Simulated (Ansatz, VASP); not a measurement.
**Two plane-wave programs on BiN**

```
CELL_PARAMETERS angstrom
3.48937 0.00000 0.00000
-1.74468 3.02188 0.00000
0.00000 0.00000 3.26518
ATOMIC_POSITIONS crystal
Bi 0.00000 0.00000 0.00000
N 0.66667 0.33333 0.50000
```

The cell comes from a database or a generator and needn't be the stable form of this composition.

Alike in both runs: task single point; functional PBE; k mesh 18 × 18 × 15; occupations gaussian, width 0.05 eV; no spin polarisation.

|  | VASP | Ansatz |
| --- | --- | --- |
| version | VASP 6.6.1 | Ansatz 0.2.0 |
| potentials or method | VASP PAW PBE potentials, release 64 (Bi_d, N) | scalar-relativistic, plane waves, PAW |
| plane-wave cutoff (eV) | 520 | 420 |
| valence electrons in the cell | 20 | 20 |

```csv
,VASP,Ansatz,Ansatz less VASP
pressure (GPa),0.1,0.1,+0.02
largest component of the traceless stress (GPa),0.25,0.25,+0.005
```

With one functional, cell and mesh, what is left measures potentials, basis and numerics.
